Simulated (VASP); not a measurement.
A convergence study with VASP on HfN (rock salt): one setting is varied, all else stays as given below, so the limit is that of these other settings.

```yaml
crystal:
  lattice:
    - [0.00000, 2.26000, 2.26000]
    - [2.26000, 0.00000, 2.26000]
    - [2.26000, 2.26000, 0.00000]
  atoms:
    - { symbol: Hf, position: [0.00000, 0.00000, 0.00000] }
    - { symbol: N, position: [0.50000, 0.50000, 0.50000] }
```

The numbers are results of PBE GGA, VASP's PBE PAW potentials (set 64) (plane waves; VASP), not measurements. The tightest run used: 700 eV cut-off, 20×20×20 Monkhorst-Pack mesh, first-order Methfessel-Paxton smearing of 0.10 eV, potentials Hf_pv N.

```tsv
setting	E (eV/atom)	pressure (GPa)	irreducible k-points
2×2×2 mesh	-10.7656	4.61	2
3×3×3 mesh	-10.7685	4.66	4
4×4×4 mesh	-10.8495	3.23	10
5×5×5 mesh	-10.8866	2.42	10
6×6×6 mesh	-10.8825	2.50	28
7×7×7 mesh	-10.8702	2.80	20
```

### Question
These are the cheaper rows. Estimate the results at 20×20×20 mesh, and how far the last row shown lies from them.

### Answer

| quantity | tightest run | last row shown is off by |
|---|---|---|
| E (eV/atom) | -10.8805 | 0.0103 |
| pressure (GPa) | 2.54 | 0.26 |

Left out are rungs that failed or repeat a setting and relaxations that didn't move; long series are thinned to 24 rows.

The compound is HfN in the rock salt structure. The cell was not relaxed at this level. The electron count is odd and the run is not spin-polarised, which forces a metal.
